In the calculation shown here, changing the volume of platinum by one per cent near zero pressure takes about 2.4 GPa, some twenty-four thousand atmospheres. That corresponds to a bulk modulus, the resistance to a change of volume, of about 244 GPa. The problem is how far this single number carries when the crystal is stretched by several per cent.

The table follows face-centred cubic platinum through a series of imposed volumes, computed with the PBE functional and spin-orbit coupling. The volume is that of one atom, and the shortest distance is that between neighbouring atoms. Positive pressure means that the crystal is squeezed, negative pressure that it is held under tension equally from all sides.

VASP 6.6.1, PBE with spin-orbit coupling and the recommended PAW PBE potential (10 valence electrons), for face-centred cubic platinum at fixed volumes. The plane-wave cutoff is 520 eV, the k mesh 18×18×18 for the one-atom cell, and the Gaussian smearing 0.1 eV wide. Pressure is positive in compression.

| volume (Å³/atom) | shortest distance (Å) | pressure (GPa) |
| --- | --- | --- |
| 14.256 | 2.722 | 29.750 |
| 14.726 | 2.751 | 17.870 |
| 15.196 | 2.780 | 8.070 |
| 15.666 | 2.809 | -0.010 |
| 16.136 | 2.836 | -6.650 |
| 16.606 | 2.864 | ? |
| 17.076 | 2.890 | -16.530 |

**(a) Does platinum keep its stiffness as it expands, and between which limits must the pressure at 16.606 Å³ lie?**

*Solution.* It softens. Between the two smallest volumes the bulk modulus, taken from the differences in the table, is 366 GPa. Between 15.666 and 16.136 Å³ it is only 225 GPa. For the same reason a compression by 9 % costs 1.8 times as much pressure as an expansion by 9 %.

A plausible explanation, argued from theory and not tested by the table, is a contest between two forces. Bonding pulls the atoms together, while the repulsion between overlapping electron clouds pushes them apart, and the repulsion fades faster with distance. It is also what makes the energy well steep, so the crystal loses stiffness as its atoms separate. The energy therefore rises sharply on the side of short distances and more gently on the other.

This softening already confines the answer. Plotted against volume, the pressure falls ever less steeply, so the curve sags below any straight line that joins two of its points. The line between the two neighbouring volumes gives −11.59 GPa as the upper limit. Repeating the preceding pressure step gives −13.29 GPa as the lower limit, because the next step must be smaller. Both limits assume that the metal stays in the same state, with no jump in between. All known runs start and end without magnetic moments; magnetic states were not tried.

**(b) Predict the pressure at 16.606 Å³, with an error bar.**

*Solution.* The energy well needs a formula that is steep inside and shallow outside. A simple choice is

$$E=-E_0(1+a)e^{-a},\qquad a=\eta(X-1),$$

where $E_0$ is the depth of the well and $X$ is the shortest distance divided by its value at zero pressure. The number $\eta$ says how quickly the well opens out. Pressure is the energy released per unit of added volume, $P=-dE/dV$, and the volume grows as $V=V_0X^3$. Taking the derivative, and writing $B_0=E_0\eta^2/(9V_0)$ for the bulk modulus at zero pressure, gives the Vinet equation:

$$P=3B_0\,\frac{1-X}{X^2}\,e^{\eta(1-X)}.$$

Fitted to the six known pressures, it yields $B_0=244$ GPa and $\eta=6.8$. The pressure at 15.666 Å³ is practically zero, so the distance there can serve as the reference: $X=2.864/2.809=1.0196$. Then

$$P\approx 3\times244\times\frac{-0.0196}{1.040}\times0.875\approx-12.1\ \text{GPa}.$$

A pressure that stayed proportional to the change of volume would reach −14.65 GPa, which lies outside the limits found in (a). The exponential factor, 0.875, makes most of the difference: it takes away an eighth of the restoring force after a stretch of only 2 % in distance.

The forecast is the value of the fitted curve with unrounded constants, **−12.09 ± 0.05 GPa**. It is a tension between those at the two neighbouring volumes and within both limits, and no jump or change of state is expected. The error bar is a judgement, based on how smoothly the known pressures run and on how far reasonable formulas should differ. It is not a statistical confidence interval.

One such formula, the Murnaghan equation, lies 0.06 GPa higher, just outside the bar. It assumes that each gigapascal of pressure always adds the same amount to the bulk modulus. The table contradicts this: the gain is 5.0 GPa at the compressed end and 5.5 GPa around zero pressure. The Vinet curve allows for such a change and is therefore preferred.

**(c) Compare the forecast with the computed value. What does the agreement establish?**

The withheld rows as computed:

| volume (Å³/atom) | shortest distance (Å) | pressure (GPa) |
| --- | --- | --- |
| 16.606 | 2.864 | -12.090 |

*Solution.* The computed pressure is −12.09 GPa, equal to the forecast to the last digit of the table. The qualitative forecasts hold as well: the value is a tension, it lies between its neighbours and within both limits, and there is no jump. The error bar was wider than this case needed.

The withheld volume took no part in the fit, but it has known volumes on both sides. Between them a smooth curve has little freedom, and even the less suitable Murnaghan equation misses by only 0.06 GPa. Strict proportion to the change of volume misses by about 2.6 GPa, the difference between 14.65 and 12.09. The agreement thus confirms a smooth softening, which is the large effect here, but it can't single out the microscopic picture of bonding and repulsion behind it.

The error bar also concerns only how well the curve reproduces pressures computed in the same way. These pressures come from the stress on the cell. The slope of the computed energies offers a second route, and it gives pressures 0.13 to 0.14 GPa higher on both the stretched and the compressed side. A possible cause is the finite set of plane waves: the stress is worked out as if this set stayed the same while the cell changes, whereas each energy is computed with a set chosen afresh for its volume. A run with a larger set would test this. The absolute pressure is therefore less certain than the interpolation suggests.

For use on real platinum, the expansion is best counted in per cent from the metal's own zero-pressure volume, since PBE is known to make this volume somewhat too large. PBE also makes platinum somewhat too soft, so the real tension at a given expansion is likely to be larger than the computed one. The tension is also that of a perfect crystal whose atoms can only move apart evenly. A real piece of metal, with its defects and surfaces, can yield or form voids at a much lower load.

The output below lists the three fitted curves and the comparison with the energies.

Numerical output:

```
Upper bound at 16.606 from the line joining its neighbours, GPa: -11.59
Lower bound at 16.606 from continuing the preceding step, GPa: -13.29
fit of pressure on 6 rows: coefficient of exp(s*(1-x))*(1-x)/x**2 731.8 +/- 0.085, coefficient of exp(s*(1-x))/x**2 -0.0121 +/- 0.0018, s 6.8; rms 0.00285, worst 17.076 0.00461, leave-one-out rms 0.00479
  rows outside the fit (model, value, miss): 16.606 -12.09, -12.09, -0.00233
fit of pressure on 6 rows: coefficient of 1/x**(3*s) 44.38 +/- 0.098, constant -44.35 +/- 0.11, s 5.442; rms 0.0586, worst 16.136 0.0852, leave-one-out rms 0.215
  rows outside the fit (model, value, miss): 16.606 -12.03, -12.09, 0.0598
fit of pressure on 6 rows: coefficient of 1/x**5 -0.002772 +/- 0.0098, coefficient of y/x**5 365 +/- 0.19, coefficient of y**2/x**5 414.2 +/- 4.5; rms 0.0119, worst 16.136 0.0166, leave-one-out rms 0.0455
  rows outside the fit (model, value, miss): 16.606 -12.08, -12.09, 0.0114
Vinet forecast at 16.606, GPa: -12.09
Murnaghan forecast less Vinet forecast, GPa: 0.06216
Birch-Murnaghan forecast less Vinet forecast, GPa: 0.01373
Vinet zero-pressure volume, cubic angstrom per atom: 15.67
Vinet bulk modulus at zero pressure, GPa: 244
Vinet pressure slope of the bulk modulus at zero pressure: 5.533
Fixed-stiffness estimate at 16.606, GPa: -14.65
Pressure at 14.256 over tension at 17.076, ratio: 1.8
Bulk modulus between 14.256 and 14.726 by differences, GPa: 366.3
Bulk modulus between 15.666 and 16.136 by differences, GPa: 224.6
Slope of modulus with pressure, first two steps: 5.012
Slope of modulus with pressure, steps either side of 15.666: 5.521
Energy rise 15.666 to 17.076, computed, eV: 0.07891
Energy rise 15.666 to 17.076, integrated Vinet curve, eV: 0.08006
Energy rise 15.666 to 14.256, computed, eV: 0.1195
Energy rise 15.666 to 14.256, integrated Vinet curve, eV: 0.1183
Energy-based less stress-based pressure, stretched side, GPa: 0.1309
Energy-based less stress-based pressure, compressed side, GPa: 0.1378
```
